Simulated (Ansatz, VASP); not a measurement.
## CoO in two plane-wave programs

Wanted: the spread between two codes on one cell, functional and k mesh.

Program: Ansatz 0.2.0. Level of theory: plane waves, with VASP 6.6.1 beside it; zone-centre phonons at PBE, DFT+U. Results are calculated unless marked as measured.

### 1. Starting point

The structure is cubic, space group Fm-3m (No. 225). The conventional cell has a = 4.247 Å, b = 4.247 Å, c = 4.247 Å, α = 90.00°, β = 90.00°, γ = 90.00°. Co has 6 O at 2.12 Å nearest. Nearest to O lie 6 Co at 2.12 Å. Farther neighbours and most contacts between anions are not listed.

Coordinates:

```xyz
2
Lattice="0.0000 2.1234 2.1234 2.1234 0.0000 2.1234 2.1234 2.1234 0.0000" Properties=species:S:1:pos:R:3 pbc="T T T"
Co    0.0000    0.0000    0.0000
O     2.1234    2.1234    2.1234
```

### 2. VASP: zone-centre phonons, PBE, DFT+U

Second derivatives magnify differences that forces hide, and they need a tight electronic threshold.

Lines of VASP's logs that name or quote its potential files are left out, and so is its time.

INCAR reads:

```
SYSTEM = CoO
PREC = Accurate
ENCUT = 520
EDIFF = 1E-08
NELM = 100
ISMEAR = 1
SIGMA = 0.15
LREAL = .FALSE.
ALGO = Normal
GGA = PE
NBANDS = 14
ISPIN = 2
MAGMOM = 2 0
LDAU = .TRUE.
LDAUTYPE = 2
LDAUL = 2 -1
LDAUU = 3.32 0
LDAUJ = 0 0
LDAUPRINT = 1
LASPH = .TRUE.
LMAXMIX = 4
LORBIT = 11
LWAVE = .FALSE.
LCHARG = .FALSE.
KPAR = 4
IBRION = 6
NFREE = 2
POTIM = 0.015
NSW = 1
ISIF = 2
```

POSCAR reads:

```
CoO
1.0
    0.0000000000      2.1233654731      2.1233654731
    2.1233654731      0.0000000000      2.1233654731
    2.1233654731      2.1233654731      0.0000000000
Co O
1 1
Direct
    0.0000000000      0.0000000000      0.0000000000
    0.5000000000      0.5000000000      0.5000000000
```

KPOINTS reads:

```
Automatic mesh
0
Gamma
18 18 18
0 0 0
```

The projector-augmented-wave data sets are Co and O (PBE family, release 64).

Command:

```
$ mpirun -np 4 vasp_std
```

Numbers of over 12 decimals in the logs are rounded to 6 here.

The program printed:

```text
[banner, memory and clock lines left out]
running    4 mpi-ranks, on    1 nodes
 distrk:  each k-point on    1 cores,    4 groups
 distr:  one band on    1 cores,    1 groups

 POSCAR found type information on POSCAR CoO
 POSCAR found :  2 types and       2 ions
 LDA part: xc-table for (Slater+PW92), standard interpolation
 POSCAR, INCAR and KPOINTS ok, starting setup
 FFT: planning ... GRIDC
 FFT: planning ... GRID_SOFT
 FFT: planning ... GRID
 WAVECAR not read
 entering main loop
       N       E                     dE             d eps       ncg     rms          rms(c)
DAV:   1     0.826354757262E+02    0.82635E+02   -0.70780E+03 11164   0.125E+03
DAV:   2    -0.765314531196E+01   -0.90289E+02   -0.78613E+02 12222   0.256E+02
DAV:   3    -0.127429461696E+02   -0.50898E+01   -0.50182E+01 12006   0.697E+01
DAV:   4    -0.128002931152E+02   -0.57347E-01   -0.57325E-01 12736   0.715E+00
DAV:   5    -0.128018320002E+02   -0.15389E-02   -0.15388E-02 12576   0.117E+00    0.171E+01
DAV:   6    -0.114819895394E+02    0.13198E+01   -0.17532E+01 13764   0.780E+01    0.180E+01
DAV:   7    -0.112511926995E+02    0.23080E+00   -0.32936E+00 11768   0.446E+01    0.818E+00
DAV:   8    -0.112840384130E+02   -0.32846E-01   -0.25875E-01 13192   0.881E+00    0.478E+00
DAV:   9    -0.112967667039E+02   -0.12728E-01   -0.11994E-01 15826   0.678E+00    0.109E+00
DAV:  10    -0.112906313415E+02    0.61354E-02   -0.34052E-02 14022   0.465E+00    0.206E-01
DAV:  11    -0.112908552294E+02   -0.22389E-03   -0.40156E-03 13480   0.905E-01    0.911E-02
DAV:  12    -0.112908936990E+02   -0.38470E-04   -0.21654E-04 14704   0.248E-01    0.426E-02
DAV:  13    -0.112909274966E+02   -0.33798E-04   -0.52866E-05 15576   0.129E-01    0.202E-02
DAV:  14    -0.112909330010E+02   -0.55043E-05   -0.14995E-05 14232   0.789E-02    0.106E-02
DAV:  15    -0.112909332849E+02   -0.28397E-06   -0.14834E-06 11970   0.178E-02    0.562E-03
DAV:  16    -0.112909330896E+02    0.19538E-06   -0.65619E-07 15218   0.169E-02    0.169E-03
DAV:  17    -0.112909331480E+02   -0.58416E-07   -0.24481E-07 13392   0.564E-03    0.112E-03
DAV:  18    -0.112909331403E+02    0.76741E-08   -0.22323E-08  8062   0.285E-03
   1 F= -.11290933E+02 E0= -.11288867E+02  d E =-.619885E-02  mag=     3.0030
[...]
2 F= -.11290393E+02 E0= -.11288326E+02  d E =-.620027E-02  mag=     3.0030
[...]
3 F= -.11290393E+02 E0= -.11288326E+02  d E =-.620029E-02  mag=     3.0030
[...]
4 F= -.11290392E+02 E0= -.11288325E+02  d E =-.620029E-02  mag=     3.0030
 Finite differences progress:
  Degree of freedom:   2/  2
  Displacement:        1/  2
  Total:               3/  4
 bond charge predicted
       N       E                     dE             d eps       ncg     rms          rms(c)
DAV:   1    -0.112863641218E+02    0.40278E-02   -0.34534E+00 26880   0.146E+01    0.275E-01
DAV:   2    -0.112906455674E+02   -0.42814E-02   -0.47208E-02 27636   0.213E+00    0.150E-01
DAV:   3    -0.112904183411E+02    0.22723E-03   -0.94751E-04 31400   0.334E-01    0.137E-01
DAV:   4    -0.112918603337E+02   -0.14420E-02   -0.72925E-03 31966   0.410E-01    0.378E-01
DAV:   5    -0.112905233950E+02    0.13369E-02   -0.38823E-03 33306   0.286E-01    0.142E-01
DAV:   6    -0.112903729931E+02    0.15040E-03   -0.12984E-03 40440   0.147E-01    0.196E-02
DAV:   7    -0.112903920099E+02   -0.19017E-04   -0.10722E-05 27226   0.488E-02    0.106E-02
DAV:   8    -0.112903921309E+02   -0.12107E-06   -0.19639E-06 32476   0.182E-02    0.402E-03
DAV:   9    -0.112903918741E+02    0.25686E-06   -0.92414E-07 29048   0.741E-03    0.940E-04
DAV:  10    -0.112903918714E+02    0.26184E-08   -0.12685E-08 19156   0.158E-03
   5 F= -.11290392E+02 E0= -.11288325E+02  d E =-.620030E-02  mag=     3.0030
 Finite differences progress:
  Degree of freedom:   2/  2
  Displacement:        2/  2
  Total:               4/  4
```

From OUTCAR (step 2):

```text
ion  position               nearest neighbor table
   1  0.000  0.000  0.000-   2 2.12   2 2.12   2 2.12   2 2.12   2 2.12   2 2.12
   2  0.500  0.500  0.500-   1 2.12   1 2.12   1 2.12   1 2.12   1 2.12   1 2.12

  LATTYP: Found a face centered cubic cell.
 ALAT       =     4.2467309462

 Subroutine GETGRP returns: Found 48 space group operations
 (whereof 48 operations were pure point group operations)

The static configuration has the point symmetry O_h .

 Found    195 irreducible k-points:

   k-points           NKPTS =    195   k-points in BZ     NKDIM =    195   number of bands    NBANDS=     14

   dimension x,y,z NGX =    24 NGY =   24 NGZ =   24
   dimension x,y,z NGXF=    48 NGYF=   48 NGZF=   48

   ENCUT  =  520.0 eV  38.22 Ry    6.18 a.u.   5.58  5.58  5.58*2*pi/ulx,y,z

   NELECT =      15.0000    total number of electrons

 k-points in reciprocal lattice and weights: Automatic mesh
   0.00000000  0.00000000  0.00000000       0.000
   0.05555556  0.00000000  0.00000000       0.001
   0.11111111  0.00000000  0.00000000       0.001
   0.16666667  0.00000000  0.00000000       0.001
   0.22222222  0.00000000  0.00000000       0.001
   0.27777778  0.00000000  0.00000000       0.001
   0.33333333  0.00000000  0.00000000       0.001
   0.38888889  0.00000000  0.00000000       0.001
   0.44444444  0.00000000  0.00000000       0.001
[...]
13      25.3070      0.00000
     14      25.3119      0.00000

 k-point     2 :       0.0556    0.0000    0.0000
  band No.  band energies     occupation
    ...
      5       3.3268      1.00000
      6       3.3284      1.00000
      7       4.9258      1.00000
      8       5.1978      1.00000
      9       5.2005      1.00000
     10       9.3865     -0.00000
     11      23.7626      0.00000
     12      25.2652      0.00000
     13      25.2657      0.00000
     14      26.3411      0.00000

 k-point     3 :       0.1111    0.0000    0.0000
  band No.  band energies     occupation
    ...
      5       3.3665      1.00000
      6       3.3674      1.00000
      7       4.6515      1.00000
      8       5.4996      1.00000
      9       5.5017      1.00000
     10       9.9830     -0.00000
     11      22.3909      0.00000
     12      25.0681      0.00000
     13      25.0682      0.00000
     14      27.0709      0.00000

 k-point     4 :       0.1667    0.0000    0.0000
  band No.  band energies     occupation
    ...
      5       3.4468      1.00000
      6       3.4473      1.00000
      7       4.4906      1.00000
      8       5.8770      1.00000
      9       5.8787      1.00000
     10      10.7338      0.00000
     11      21.0920      0.00000
     12      24.5880      0.00000
     13      24.5886      0.00000
     14      27.3621      0.00000

 k-point     5 :       0.2222    0.0000    0.0000
  band No.  band energies     occupation
    ...
      5       3.5536      1.00000
      6       3.5539      1.00000
      7       4.4742      1.00000
      8       6.2648      1.00000
      9       6.2661      1.00000
     10      11.4992      0.00000
     11      19.9252      0.00000
     12      23.8848      0.00000
     13      23.8857      0.00000
     14      27.4666      0.00000

 k-point     6 :       0.2778    0.0000    0.0000
  band No.  band energies     occupation
    ...
      5       3.6718      1.00000
      6       3.6720      1.00000
      7       4.5436      1.00000
      8       6.6249      1.00000
      9       6.6259      1.00000
     10      12.1817      0.00000
     11      18.9485      0.00000
     12      23.1390      0.00000
     13      23.1401      0.00000
     14      27.5422      0.00000

 spin component 2
 k-point     1 :       0.0000    0.0000    0.0000
  band No.  band energies     occupation
    ...
      3       5.5633      1.00000
      4       5.5656      1.00000
      5       6.3585      1.00000
      6       6.3642      1.00000
      7       6.3644      1.00000
      8       9.2561     -0.00000
      9       9.2594     -0.00000
     10       9.6645     -0.00000
     11      24.8289      0.00000
     12      26.4304      0.00000
    ...

  Total        0.0076399      0.0014217      0.0014217      0.0000000      0.0000000      0.0000000
  in kB        0.6392839      0.1189660      0.1189660      0.0000000      0.0000000      0.0000000
  external PRESSURE =       0.2924053 kB  Pullay stress =       0.0000000 kB

  energy-cutoff  :      520.00
  volume of cell :       19.15
      direct lattice vectors                 reciprocal lattice vectors
     0.000000000  2.123365473  2.123365473    -0.235475243  0.235475243  0.235475243
     2.123365473  0.000000000  2.123365473     0.235475243 -0.235475243  0.235475243
     2.123365473  2.123365473  0.000000000     0.235475243  0.235475243 -0.235475243

 POSITION                                       TOTAL-FORCE (eV/Angst)
 -----------------------------------------------------------------------------------
      0.00000      0.00000      0.00000        -0.065240      0.000000      0.000000
      2.10837      2.12337      2.12337         0.065240      0.000000      0.000000
 -----------------------------------------------------------------------------------
    total drift:                                0.000128      0.000000      0.000000

  FREE ENERGIE OF THE ION-ELECTRON SYSTEM (eV)
  ---------------------------------------------------
  free  energy   TOTEN  =       -11.2903918714 eV

  energy  without entropy=      -11.2841915744  energy(sigma->0) =      -11.28832511

 Eigenvectors and eigenvalues of the dynamical matrix
 ----------------------------------------------------

   1 f  =    9.194031 THz    57.767800 2PiTHz  306.679863 cm-1    38.023440 meV
             X         Y         Z           dx          dy          dz
      0.000000  0.000000  0.000000    -0.430072   -0.169182   -0.000000
      2.123365  2.123365  2.123365     0.825244    0.324634    0.000000

   2 f  =    9.194031 THz    57.767800 2PiTHz  306.679863 cm-1    38.023440 meV
             X         Y         Z           dx          dy          dz
      0.000000  0.000000  0.000000     0.000000    0.000000   -0.462152
      2.123365  2.123365  2.123365     0.000000    0.000000    0.886801

   3 f  =    9.194031 THz    57.767800 2PiTHz  306.679863 cm-1    38.023440 meV
             X         Y         Z           dx          dy          dz
      0.000000  0.000000  0.000000    -0.169182    0.430072    0.000000
      2.123365  2.123365  2.123365     0.324634   -0.825244    0.000000

   4 f/i=    0.000674 THz     0.004234 2PiTHz    0.022476 cm-1     0.002787 meV
             X         Y         Z           dx          dy          dz
      0.000000  0.000000  0.000000    -0.053553   -0.881004    0.085903
      2.123365  2.123365  2.123365    -0.027909   -0.459131    0.044768

   5 f/i=    0.000674 THz     0.004234 2PiTHz    0.022476 cm-1     0.002787 meV
             X         Y         Z           dx          dy          dz
      0.000000  0.000000  0.000000     0.885147   -0.054067   -0.002691
      2.123365  2.123365  2.123365     0.461290   -0.028177   -0.001402

   6 f/i=    0.000674 THz     0.004234 2PiTHz    0.022476 cm-1     0.002787 meV
             X         Y         Z           dx          dy          dz
      0.000000  0.000000  0.000000    -0.007911   -0.085581   -0.882626
      2.123365  2.123365  2.123365    -0.004123   -0.044600   -0.459976

 ELASTIC MODULI CONTR FROM IONIC RELAXATION (kBar)
 Direction    XX          YY          ZZ          XY          YZ          ZX
 --------------------------------------------------------------------------------
 XX           0.0000      0.0000      0.0000      0.0000      0.0000      0.0000
 YY           0.0000      0.0000      0.0000      0.0000      0.0000      0.0000
 ZZ           0.0000      0.0000      0.0000      0.0000      0.0000      0.0000
 XY           0.0000      0.0000      0.0000      0.0000      0.0000      0.0000
 YZ           0.0000      0.0000      0.0000      0.0000      0.0000      0.0000
 ZX           0.0000      0.0000      0.0000      0.0000      0.0000      0.0000
 --------------------------------------------------------------------------------

 total charge
# of ion       s       p       d       tot
------------------------------------------
    1        0.300   0.369   7.146   7.814
    2        1.552   3.452   0.000   5.005
--------------------------------------------------
tot          1.852   3.821   7.146  12.819

 magnetization (x)
# of ion       s       p       d       tot
------------------------------------------
    1        0.021   0.018   2.692   2.730
    2        0.024   0.236   0.000   0.260
--------------------------------------------------
tot          0.045   0.254   2.692   2.990

[... 5 further parts left out ...]
```

CONTCAR:

```
CoO
   1.00000000000000
     0.0000000000000000    2.1233654730999998    2.1233654730999998
     2.1233654730999998    0.0000000000000000    2.1233654730999998
     2.1233654730999998    2.1233654730999998    0.0000000000000000
  Co              O
     1     1
Direct
     0.0000000000000000    0.0000000000000000    0.0000000000000000
     0.5035321286396592    0.4964678713603408    0.4964678713603408
```

The cell holds one magnetic atom, so no antiferromagnetic order fits into it.

[end of part 1 of 2]

[Lines on the potential files, build, host, timing and source positions are cut from VASP's logs without a mark.]

[Logs are printed without paths, hosts, clocks, repeated set-up lines and the standing remarks that a program may print on its own settings, such as how far it seeks lower states.]

[Hosts, paths, dates, database ids (printed as entryN), source tags and the programs' standing remarks are cut or masked in the printed files.]
